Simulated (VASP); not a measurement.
A convergence study with VASP on SiO$_{2}$ (rutile): one setting is varied, all else stays as given below, so the limit is that of these other settings.

```
O2Si
1.0
    4.18000     0.00000     0.00000
    0.00000     4.18000     0.00000
    0.00000     0.00000     2.67000
Si O
2 4
Direct
  0.00000   0.00000   0.00000
  0.50000   0.50000   0.50000
  0.30600   0.30600   0.00000
  0.80600   0.19400   0.50000
  0.19400   0.80600   0.50000
  0.69400   0.69400   0.00000
```

Calculation: PBEsol GGA, VASP's PBE PAW potentials (set 64) (plane waves; VASP). The tightest run used: 700 eV cut-off, 11×11×17 Γ-centred mesh, tetrahedra with Blöchl corrections, potentials Si O.

Gaps are read on the run's mesh, which can miss a band edge.

### Question
The settings run are 2×2×3 mesh; 3×3×4 mesh; 3×3×5 mesh; 4×4×6 mesh; 5×5×7 mesh; 5×5×8 mesh; 6×6×9 mesh; 7×7×10 mesh; 7×7×11 mesh; 8×8×12 mesh; 9×9×13 mesh; 9×9×14 mesh; 10×10×15 mesh; 11×11×16 mesh; 11×11×17 mesh. From which on does the energy per atom stay within 0.002 eV/atom of the tightest run?

### Answer
From 3×3×5 mesh on: it is off by 0.0006 there and by no more than 0.002 in any finer run, while 3×3×4 mesh is off by 0.0026.
| setting | E (eV/atom) | pressure (GPa) | largest force (eV/Å) | gap on the mesh (eV) | irreducible k-points | difference judged (eV/atom) |
|---|---|---|---|---|---|---|
| 2×2×3 mesh | -8.1479 | 3.60 | 0.074 | 5.530 | 6 | 0.0198 |
| 3×3×4 mesh | -8.1651 | 3.56 | 0.093 | 5.538 | 9 | 0.0026 |
| 3×3×5 mesh | -8.1671 | 3.54 | 0.093 | 5.540 | 9 | 0.0006 |
| 4×4×6 mesh | -8.1676 | 3.56 | 0.093 | 5.540 | 24 | 0.0001 |
| 5×5×7 mesh | -8.1677 | 3.56 | 0.093 | 5.540 | 24 | 0.0000 |
| 5×5×8 mesh | -8.1677 | 3.56 | 0.093 | 5.540 | 30 | 0.0000 |
| 6×6×9 mesh | -8.1677 | 3.56 | 0.093 | 5.540 | 50 | 0.0000 |
| 7×7×10 mesh | -8.1677 | 3.56 | 0.093 | 5.540 | 60 | 0.0000 |
| 7×7×11 mesh | -8.1677 | 3.56 | 0.093 | 5.540 | 60 | 0.0000 |
| 8×8×12 mesh | -8.1677 | 3.56 | 0.093 | 5.540 | 105 | 0.0000 |
| 9×9×13 mesh | -8.1677 | 3.56 | 0.093 | 5.540 | 105 | 0.0000 |
| 9×9×14 mesh | -8.1677 | 3.56 | 0.093 | 5.540 | 120 | 0.0000 |
| 10×10×15 mesh | -8.1677 | 3.56 | 0.093 | 5.540 | 168 | 0.0000 |
| 11×11×16 mesh | -8.1677 | 3.56 | 0.093 | 5.540 | 189 | 0.0000 |
| 11×11×17 mesh | -8.1677 | 3.56 | 0.093 | 5.540 | 189 | 0.0000 |

Left out are rungs that failed or repeat a setting and relaxations that didn't move; long series are thinned to 24 rows.

The compound is SiO2 in the rutile structure, stishovite, a high-pressure form. The cell was not relaxed at this level, forces remain on its atoms.
